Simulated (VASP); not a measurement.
Consider the following.

```yaml
crystal:
  lattice:
    - [0.00000, 2.79667, 2.76693]
    - [2.65500, 0.00000, 2.76693]
    - [2.65500, 2.79667, 0.00000]
  atoms:
    - { symbol: Mg, position: [0.00000, 0.00000, 0.00000] }
    - { symbol: Se, position: [0.49361, 0.50639, 0.50639] }
```

The numbers are results of PBE GGA, VASP's PBE PAW potentials (set 64) (plane waves; VASP 6.6.1), not measurements. Run with 400 eV cut-off, 6×6×6 Γ-centred mesh, Gaussian smearing of 0.050 eV, potentials Mg Se.

**Question.** Which forces act on the atoms, in eV/Å?

**Answer.** 
```tsv
atom	Fx	Fy	Fz
Mg1	0.142	0.000	0.000
Se2	-0.142	0.000	0.000
```

**Question.** Give the stress tensor in GPa (positive for a compressed cell).

**Answer.** 
```
 4.29   0.00   0.00
 0.00  -0.64   0.00
 0.00   0.00   0.18
```
The pressure is its mean diagonal, 1.27 GPa.

The compound is MgSe in the rock salt structure. The cell was not relaxed at this level, atoms are displaced from their ideal sites. The run is one of a series of settings (KPOINTS 6×6×6 Γ-centred mesh against the base run), some of them coarse on purpose.
